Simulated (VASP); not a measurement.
All values below come from PBE GGA, VASP's PBE PAW potentials (set 64) (plane waves; VASP).

VASP input:

### INCAR
```
SYSTEM = Os
PREC = Accurate
ENCUT = 480
EDIFF = 1E-7
NELM = 100
ALGO = Normal
LREAL = .FALSE.
LASPH = .TRUE.
ISMEAR = 1
SIGMA = 0.1
GGA = PE
LMAXMIX = 6
LWAVE = .FALSE.
LCHARG = .FALSE.
ISIF = 2
```

KPOINTS:
```
Automatic mesh
0
Gamma
14 14 8
0 0 0
```

**POSCAR**
```
Os
1
    1.3775670400    -2.3860157420     0.0000000000
    1.3775670400     2.3860157420     0.0000000000
    0.0000000000     0.0000000000     4.3411551170
Os
2
Direct
  0.3333330000   0.6666670000   0.2500000000
  0.6666670000   0.3333330000   0.7500000000
```

POTCAR, in this order: Os (PBE.64 set). Program: vasp_std.

Output of the run:

OSZICAR:
```
       N       E                     dE             d eps       ncg     rms          rms(c)
DAV:   1     0.988713264071E+02    0.98871E+02   -0.73592E+03  2880   0.120E+03
DAV:   2    -0.167986395661E+02   -0.11567E+03   -0.10492E+03  3064   0.388E+02
DAV:   3    -0.237400039953E+02   -0.69414E+01   -0.62844E+01  3524   0.749E+01
DAV:   4    -0.239304762337E+02   -0.19047E+00   -0.18828E+00  3056   0.126E+01
DAV:   5    -0.239328328277E+02   -0.23566E-02   -0.23555E-02  3396   0.116E+00    0.224E+01
DAV:   6    -0.228212711724E+02    0.11116E+01   -0.12420E+00  3108   0.103E+01    0.101E+01
DAV:   7    -0.224998942067E+02    0.32138E+00   -0.85090E-01  3304   0.833E+00    0.444E-01
DAV:   8    -0.224941438993E+02    0.57503E-02   -0.74024E-03  2956   0.704E-01    0.270E-01
DAV:   9    -0.224919323024E+02    0.22116E-02   -0.14386E-03  3112   0.452E-01    0.560E-02
DAV:  10    -0.224919714874E+02   -0.39185E-04   -0.65087E-05  3156   0.815E-02    0.999E-03
DAV:  11    -0.224919396089E+02    0.31879E-04   -0.71835E-06  2972   0.314E-02    0.879E-04
DAV:  12    -0.224919390386E+02    0.57029E-06   -0.13435E-07  2456   0.395E-03    0.926E-04
DAV:  13    -0.224919388660E+02    0.17263E-06   -0.10413E-08  1504   0.102E-03    0.215E-04
DAV:  14    -0.224919388288E+02    0.37153E-07   -0.29089E-09  1492   0.674E-04
   1 F= -.22491939E+02 E0= -.22491481E+02  d E =-.137237E-02
```

File OUTCAR:
```
------------------------ aborting loop because EDIFF is reached ----------------------------------------
  FORCE on cell =-STRESS in cart. coord.  units (eV):
  Direction    XX          YY          ZZ          XY          YZ          ZX
  --------------------------------------------------------------------------------------
  Total        0.0197747      0.0197747      0.0232803      0.0000000      0.0000000      0.0000000
  in kB        1.1101958      1.1101954      1.3070087      0.0000000      0.0000000      0.0000000
  external PRESSURE =       1.1758000 kB  Pullay stress =       0.0000000 kB
  volume of cell :       28.54
      direct lattice vectors                 reciprocal lattice vectors
     1.377567040 -2.386015742  0.000000000     0.362958742 -0.209554359  0.000000000
     1.377567040  2.386015742  0.000000000     0.362958742  0.209554359  0.000000000
     0.000000000  0.000000000  4.341155117     0.000000000  0.000000000  0.230353437
 POSITION                                       TOTAL-FORCE (eV/Angst)
 -----------------------------------------------------------------------------------
      1.37757      0.79534      1.08529        -0.000000     -0.000000      0.000000
      1.37757     -0.79534      3.25587         0.000000      0.000000      0.000000
 -----------------------------------------------------------------------------------
    total drift:                               -0.000001      0.000024     -0.000020
  FREE ENERGIE OF THE ION-ELECTRON SYSTEM (eV)
  ---------------------------------------------------
  free  energy   TOTEN  =       -22.4919388288 eV

  energy  without entropy=      -22.4905664565  energy(sigma->0) =      -22.49148137
```
(Selected blocks of OUTCAR.)

The compound is Os in the hcp structure. It was relaxed first.
